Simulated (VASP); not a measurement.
Here is the system:

```
TbN
1.0
    0.00000     2.44411     2.44411
    2.44411     0.00000     2.44411
    2.44411     2.44411     0.00000
Tb N
1 1
Direct
  0.50000   0.50000   0.50000
  0.00000   0.00000   0.00000
```

Calculation: PBEsol GGA, VASP's PBE PAW potentials (set 64) (plane waves; VASP). Settings: 520 eV cut-off, 12×12×12 Γ-centred mesh, first-order Methfessel-Paxton smearing of 0.10 eV, potentials Tb_3 N.

The 4f electrons are frozen in the core of the lanthanide potential, so 4f levels, which can set the real gap, and their magnetism are missing.

Q: Estimate the energy per atom (σ→0), band gap (on the k-mesh) with the smallest direct gap where there is one.

A: 
```yaml
band gap (on the k-mesh): none (metal, semimetal or under 0.01 eV)
energy per atom (σ→0): -8.599 eV/atom
```

The structure comes from a computed database's TbN entry (Fm-3m); how it stands against other phases isn't given here. It was relaxed first. The start is the result of an earlier pass.
